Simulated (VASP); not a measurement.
Computed with PBE GGA, VASP's PBE PAW potentials (set 64) (plane waves; VASP 6.6.1).

The input files of a VASP run:

INCAR:
```
ALGO = Fast
EDIFF = 1E-5
EDIFFG = -0.03
ENCUT = 400
GGA = PE
IBRION = 2
ISIF = 2
ISMEAR = 0
LASPH = .True.
LCHARG = .False.
LMAXMIX = 4
LREAL = .False.
LWAVE = .False.
NELM = 100
NELMIN = 4
NSW = 20
PREC = Normal
SIGMA = 0.05
SYSTEM = CdTe
```

KPOINTS:
```
kpoints
0
G
  7 7 7
```

File POSCAR:
```
CdTe
1.0
  0.0000000000   3.3115236458   3.3115236458
  3.3115236458   0.0000000000   3.3115236458
  3.3115236458   3.3115236458   0.0000000000
Cd Te
1 1
Cart
  0.0000000000   0.0000000000   0.0000000000
  1.6557618229   1.6557618229   1.6557618229
```

POTCAR, in this order: Cd Te (PBE.64 set). Program: vasp_std.

The run wrote:

OUTCAR:
```
 ion  position               nearest neighbor table
   1  0.000  0.000  0.000-   2 2.87   2 2.87   2 2.87   2 2.87
   2  0.250  0.250  0.250-   1 2.87   1 2.87   1 2.87   1 2.87
  LATTYP: Found a face centered cubic cell.
 ALAT       =     6.6230472916
 Subroutine PRICEL returns:
 Original cell was already a primitive cell.
 Subroutine GETGRP returns: Found 24 space group operations
The static configuration has the point symmetry T_d .
The dynamic configuration has the point symmetry T_d .
 Subroutine INISYM returns: Found 24 space group operations
 Subroutine IBZKPT returns following result:
 Found     20 irreducible k-points:

 Following reciprocal coordinates:
            Coordinates               Weight
  0.000000  0.000000  0.000000      1.000000
  0.142857  0.000000  0.000000      8.000000
  0.285714  0.000000  0.000000      8.000000
  0.428571  0.000000  0.000000      8.000000
  0.142857  0.142857  0.000000      6.000000
  0.285714  0.142857  0.000000     24.000000
  0.428571  0.142857  0.000000     24.000000
 -0.428571  0.142857  0.000000     24.000000
 -0.285714  0.142857  0.000000     24.000000
 -0.142857  0.142857  0.000000     12.000000
  0.285714  0.285714  0.000000      6.000000
  0.428571  0.285714  0.000000     24.000000
 -0.428571  0.285714  0.000000     24.000000
 -0.285714  0.285714  0.000000     12.000000
  0.428571  0.428571  0.000000      6.000000
 -0.428571  0.428571  0.000000     12.000000
  0.428571  0.285714  0.142857     24.000000
 -0.428571  0.285714  0.142857     48.000000
 -0.428571  0.428571  0.142857     24.000000
 -0.285714  0.428571  0.142857     24.000000
   k-points           NKPTS =     20   k-points in BZ     NKDIM =     20   number of bands    NBANDS=     13
   number of dos      NEDOS =    301   number of ions     NIONS =      2
   total plane-waves  NPLWV =  13824
   dimension x,y,z NGX =    24 NGY =   24 NGZ =   24
   dimension x,y,z NGXF=    48 NGYF=   48 NGZF=   48
   ions per type =               1   1
   PREC   = normal    normal or accurate (medium, high low for compatibility)
   ISTART =      0    job   : 0-new  1-cont  2-samecut
   ICHARG =      2    charge: 1-file 2-atom 10-const
   ISPIN  =      1    spin polarized calculation?
   LNONCOLLINEAR =      F non collinear calculations
   LSORBIT =      F    spin-orbit coupling
   INIWAV =      1    electr: 0-lowe 1-rand  2-diag
   ENCUT  =  400.0 eV  29.40 Ry    5.42 a.u.   7.64  7.64  7.64*2*pi/ulx,y,z
   NELM   =    100;   NELMIN=  4; NELMDL= -5     # of ELM steps
   EDIFF  = 0.1E-04   stopping-criterion for ELM
   LREAL  =      F    real-space projection
   NLSPLINE    = F    spline interpolate recip. space projectors
   LMAXMIX     =    4 max onsite mixed and CHGCAR
   VOSKOWN=      0    Vosko Wilk Nusair interpolation
   EDIFFG = -.3E-01   stopping-criterion for IOM
   NSW    =     20    number of steps for IOM
   NBLOCK =      1;   KBLOCK =     20    inner block; outer block
   IBRION =      2    ionic relax: 0-MD 1-quasi-New 2-CG
   NFREE  =      1    steps in history (QN), initial steepest desc. (CG)
   ISIF   =      2    stress and relaxation
   ISYM   =      2    0-nonsym 1-usesym 2-fastsym
   TEIN   =    0.0    initial temperature
   TEBEG  =    0.0;   TEEND  =   0.0 temperature during run
   SMASS  =  -3.00    Nose mass-parameter (am)
   PSTRESS=    0.0 pullay stress
   NELECT =      18.0000    total number of electrons
   EFERMI =   0.00;   METHOD = LEGACY
   ISMEAR =     0;   SIGMA  =   0.05  broadening in eV -4-tet -1-fermi 0-gaus
   IALGO  =     68    algorithm
   LDIAG  =      T    sub-space diagonalisation (order eigenvalues)
   IMIX   =      4    mixing-type and parameters
     AMIX     =   0.40;   BMIX     =  1.00
     AMIX_MAG =   1.60;   BMIX_MAG =  1.00
...
```

**OSZICAR**
```
       N       E                     dE             d eps       ncg     rms          rms(c)
DAV:   1     0.926638883488E+02    0.92664E+02   -0.73315E+03   528   0.966E+02
DAV:   2    -0.121062987284E+01   -0.93875E+02   -0.90365E+02   610   0.257E+02
DAV:   3    -0.500886672170E+01   -0.37982E+01   -0.37912E+01   605   0.544E+01
DAV:   4    -0.504520123867E+01   -0.36335E-01   -0.36332E-01   742   0.479E+00
DAV:   5    -0.504531074083E+01   -0.10950E-03   -0.10950E-03   585   0.231E-01    0.513E+00
RMM:   6    -0.482404382467E+01    0.22127E+00   -0.43459E-01   520   0.513E+00    0.403E+00
RMM:   7    -0.480818913643E+01    0.15855E-01   -0.11236E-01   520   0.194E+00    0.157E+00
RMM:   8    -0.480850422325E+01   -0.31509E-03   -0.61377E-03   521   0.871E-01    0.404E-01
RMM:   9    -0.480882650863E+01   -0.32229E-03   -0.11609E-03   522   0.306E-01    0.977E-02
RMM:  10    -0.480887075851E+01   -0.44250E-04   -0.20060E-04   531   0.110E-01    0.333E-02
RMM:  11    -0.480889090683E+01   -0.20148E-04   -0.29665E-05   388   0.484E-02    0.185E-02
RMM:  12    -0.480889168742E+01   -0.78060E-06   -0.65913E-06   335   0.219E-02
   1 F= -.48088917E+01 E0= -.48088917E+01  d E =-.480889E+01
```

### OUTCAR
```
------------------------ aborting loop because EDIFF is reached ----------------------------------------
  FORCE on cell =-STRESS in cart. coord.  units (eV):
  Direction    XX          YY          ZZ          XY          YZ          ZX
  --------------------------------------------------------------------------------------
  Total       -0.1171969     -0.1171969     -0.1171969      0.0000000      0.0000000      0.0000000
  in kB       -2.5853124     -2.5853124     -2.5853124      0.0000000      0.0000000      0.0000000
  external PRESSURE =      -2.5853124 kB  Pullay stress =       0.0000000 kB
  volume of cell :       72.63
      direct lattice vectors                 reciprocal lattice vectors
     0.000000000  3.311523646  3.311523646    -0.150987900  0.150987900  0.150987900
     3.311523646  0.000000000  3.311523646     0.150987900 -0.150987900  0.150987900
     3.311523646  3.311523646  0.000000000     0.150987900  0.150987900 -0.150987900
  FREE ENERGIE OF THE ION-ELECTRON SYSTEM (eV)
  ---------------------------------------------------
  free  energy   TOTEN  =        -4.8088916874 eV

  energy  without entropy=       -4.8088916874  energy(sigma->0) =       -4.80889169

 reached required accuracy - stopping structural energy minimisation
```
(Selected blocks of OUTCAR.)

The structure comes from a computed database's CdTe entry (F-43m); how it stands against other phases isn't given here. It was relaxed first.
